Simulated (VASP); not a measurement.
VASP runs on CdTe (zinc blende) share one base input (PBE GGA, plane waves, VASP's PBE PAW potentials (set 64)) and change the settings named in each case.

**POSCAR**
```
CdTe
3.240
  0.0000000000   1.0000000000   1.0000000000
  1.0000000000   0.0000000000   1.0000000000
  1.0000000000   1.0000000000   0.0000000000
Cd Te
1 1
Cart
  0.0000000000   0.0000000000   0.0000000000
  0.5000000000   0.5000000000   0.5000000000
```

**KPOINTS**
```
Regular mesh
0
gamma
6 6 6
```

### INCAR
```
SYSTEM = CdTe
PREC = Accurate; ENCUT = 400; LREAL = F
LASPH = T
EDIFF = 1E-6; NELM = 100; ALGO = Normal
LMAXMIX = 4
ISMEAR = 0; SIGMA = 0.05
GGA = PE
ISIF = 2
LWAVE = F; LCHARG = F
```

POTCAR, in this order: Cd Te (PBE.64 set). Program: vasp_std.

| change | E(σ→0) (eV/atom) | pressure (GPa) | gap on the mesh (eV) |
|---|---|---|---|
| base run | -2.3838 | 2.43 | 0.77 |
| IVDW = 12 | -2.7258 | 0.54 | 0.77 |
| GGA = 91 | -2.4096 | ? | ? |
| IVDW = 11 | -2.6536 | ? | 0.77 |
| GGA removed, LMIXTAU = .TRUE., METAGGA = SCAN | -34.3074 | 0.70 | 1.03 |
| GGA = RP | -2.0433 | 4.07 | 0.92 |
| GGA = RE | -2.0877 | 3.63 | 0.88 |

Q: Complete the blanks.

A: 
- IVDW = 11, pressure (GPa): 0.72
- GGA = 91, pressure (GPa): 2.40
- GGA = 91, gap on the mesh (eV): 0.76

Energies of different potentials or functionals have different zeros. Unless said otherwise, spin-orbit coupling is left out, though it shifts the bands of the heavy elements here. The base run's pressure lies -0.31 GPa from that at 750 eV (Pulay error).

Left out are runs that ran out of time, are held back, or changed the cell or the kind of run, fixed moments of cells without a moment, rows past the twelfth, gaps on odd meshes, pressures of charged cells and columns that move by less than the noise.

The compound is CdTe in the zinc blende structure. The cell was not relaxed at this level.
